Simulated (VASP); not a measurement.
Given:

```xyz
1
Lattice="-1.6250 1.6250 2.4750 1.6250 -1.6250 2.4750 1.6250 1.6250 -2.4750" Properties=species:S:1:pos:R:3 pbc="T T T"
In     0.0000     0.0000     0.0000
```

Computed with PBE GGA, VASP's PBE PAW potentials (set 64) (plane waves; VASP). Numerical set-up: 400 eV cut-off, 14×14×14 Γ-centred mesh, first-order Methfessel-Paxton smearing of 0.10 eV, potentials In_d.

Energy and stress use the plane-wave basis of the starting cell.

Task: The ions, cell shape and volume are relaxed. Which structure does the run end with?

Result: 
```xyz
1
Lattice="-1.6417 1.6417 2.5307 1.6417 -1.6417 2.5307 1.6417 1.6417 -2.5307" Properties=species:S:1:pos:R:3 pbc="T T T"
In     0.0000     0.0000     0.0000
```
Space group I4/mmm (139), at a tolerance of 0.03 Å.

Task: How do energy and volume change from the first to the last step?

Result: The energy (σ→0) changes by -6.8 meV/atom and the volume by +4.4 %, in 6 ionic steps.

```json
[
 {"step": "1", "E(σ→0) (eV)": "-2.5537", "max force (eV/Å)": "0.000", "pressure (GPa)": "1.88", "volume (Å³)": "26.14"},
 {"step": "2", "E(σ→0) (eV)": "-2.5604", "max force (eV/Å)": "0.000", "pressure (GPa)": "-0.04", "volume (Å³)": "27.32"},
 {"step": "3", "E(σ→0) (eV)": "-2.5604", "max force (eV/Å)": "0.000", "pressure (GPa)": "0.03", "volume (Å³)": "27.30"},
 {"step": "4", "E(σ→0) (eV)": "-2.5605", "max force (eV/Å)": "0.000", "pressure (GPa)": "0.04", "volume (Å³)": "27.30"},
 {"step": "5", "E(σ→0) (eV)": "-2.5605", "max force (eV/Å)": "0.000", "pressure (GPa)": "0.04", "volume (Å³)": "27.29"},
 {"step": "6", "E(σ→0) (eV)": "-2.5605", "max force (eV/Å)": "0.000", "pressure (GPa)": "0.05", "volume (Å³)": "27.28"}
]
```

The compound is In in the bct structure. This run relaxes it. Symmetry was kept, so distortions that lower it aren't found.
